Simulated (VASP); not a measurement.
The system is Be2CdS3.

```xyz
6
Lattice="4.5203 0.0000 0.0000 -2.2601 3.9147 0.0000 0.0000 0.0000 7.1470" Properties=species:S:1:pos:R:3 pbc="T T T"
Be    0.0000    2.6098    3.5735
Be    2.2601    1.3049    3.5735
Cd    0.0000    0.0000    3.5735
S     0.0000    0.0000    1.6566
S     0.0000    0.0000    5.4904
S     0.0000    0.0000    0.0000
```

The cell was built by a generator and needn't be a form met in nature.

- Program: VASP 6.6.1
- Task: relaxation of cell and atoms
- Functional: PBE
- Potentials or basis: VASP PAW PBE potentials, release 64 (Be, Cd, S)
- Cutoff: 520 eV
- k mesh: 4 × 4 × 2
- Occupations: gaussian, width 0.15 eV
- Spin: no spin polarisation

At the start: pressure 46.5 GPa; volume 21.08 Å³/atom.

Problem. Where does the relaxation end?

Solution. Over 13 steps the energy falls by 2135.1 meV/atom and the volume is 23.72 Å³/atom (+12.5 %); space group P6/mmm (No. 191, to 0.05 Å).

The path:
| step | energy change (eV) | largest force (eV/Å) | pressure (GPa) | volume (Å³) |
| --- | --- | --- | --- | --- |
| 1 | 0.0000 | 0.4259 | 46.53 | 126.47 |
| 2 | -4.1556 | 1.0376 | -12.03 | 234.16 |
| 3 | -11.7510 | 1.6737 | -6.31 | 173.89 |
| 4 | -12.0306 | 1.6162 | -5.55 | 169.51 |
| 5 | -12.2222 | 1.4511 | -1.34 | 158.02 |
| 6 | -12.2735 | 1.5308 | -3.32 | 162.23 |
| 7 | -12.2768 | 1.5149 | -3.03 | 161.45 |
| 8 | -12.2753 | 1.5039 | -2.78 | 160.76 |
| 9 | -12.6446 | 0.6983 | -1.60 | 151.41 |
| 10 | -12.7881 | 0.4189 | 1.20 | 140.23 |
| 11 | -12.7926 | 0.2699 | 0.81 | 141.69 |
| 12 | -12.7957 | 0.2637 | -0.63 | 142.84 |
| 13 | -12.8106 | 0.0169 | 0.05 | 142.29 |

Final structure:
```
CELL_PARAMETERS angstrom
4.18813 0.00000 0.00000
-2.09406 3.62702 0.00000
0.00000 0.00000 9.36711
ATOMIC_POSITIONS crystal
Be 0.33333 0.66667 0.50000
Be 0.66667 0.33333 0.50000
Cd 0.00000 0.00000 0.50000
S 0.00000 0.00000 0.21969
S 0.00000 0.00000 0.78031
S 0.00000 0.00000 0.00000
```

Caveat: the k mesh is coarse (spacing up to 0.44 Å⁻¹), so the values aren't converged.
